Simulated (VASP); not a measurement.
Data:

```
CELL_PARAMETERS angstrom
      0.00000     2.28368     2.28368
      2.28368     0.00000     2.28368
      2.28368     2.28368     0.00000
ATOMIC_POSITIONS crystal
  Li 0.25000 0.25000 0.25000
  Li 0.75000 0.75000 0.75000
  O  0.00000 0.00000 0.00000
```

The numbers are results of r2SCAN+rVV10, VASP's PBE PAW potentials (set 64) (plane waves; VASP 6.6.1), not measurements. Numerical set-up: 520 eV cut-off, 8×8×8 Γ-centred mesh, Gaussian smearing of 0.050 eV, potentials Li_sv O.

Problem. Predict the energy per atom (σ→0), band gap (on the k-mesh) with the smallest direct gap where there is one.

Solution. 
```yaml
band gap (on the k-mesh): 5.67 eV
smallest direct gap (on the k-mesh): 6.32 eV
energy per atom (σ→0): -5.491 eV/atom
```

The compound is Li2O in the antifluorite structure. It was relaxed first. The start is the result of an earlier pass.
